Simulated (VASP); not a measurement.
SbP, 2 atoms in the cell. It takes space group P4/mmm (No. 123, tetragonal). The conventional cell has a = 2.907 Å, b = 2.907 Å, c = 5.540 Å, α = 90.00°, β = 90.00°, γ = 90.00°. Sb (site symmetry 4/mmm) is surrounded by 2 P at 2.77 Å and 4 Sb at 2.91 Å. Around P (site symmetry 4/mmm) lie 2 Sb at 2.77 Å and 4 P at 2.91 Å. The cell comes from a database or a generator and needn't be the stable form of this composition.

| Property | Result |
| --- | --- |
| Program | VASP 6.6.1 |
| Task | single point |
| Functional | PBE |
| Potentials or basis | VASP PAW PBE potentials, release 64 (Sb, P) |
| Cutoff | 520 eV |
| k mesh | 14 × 14 × 8 |
| Occupations | fermi-dirac, width 0.15 eV |
| Spin | no spin polarisation |
| Dipole correction | no |
| Further INCAR settings | ALGO = Fast; EDIFF = 1e-06; NBANDS = 12 |

Potentials or basis: VASP PAW PBE potentials, release 64 (Sb, P).

The run is started by

```bash
$ cat potpaw_PBE.64/Sb/POTCAR potpaw_PBE.64/P/POTCAR > POTCAR
$ mpirun -np 1 vasp_std > vasp.out
```

Hardware: 1 thread of Intel(R) Xeon(R) 6975P-C (Granite Rapids), with other jobs on the host.

**Question.** How long does it take, and how much memory?

**Answer.** It took 25 s on 1 thread of Intel(R) Xeon(R) 6975P-C (Granite Rapids), on a shared host, peak memory 0.24 GiB. Counts: scf iterations 12, k points 180.
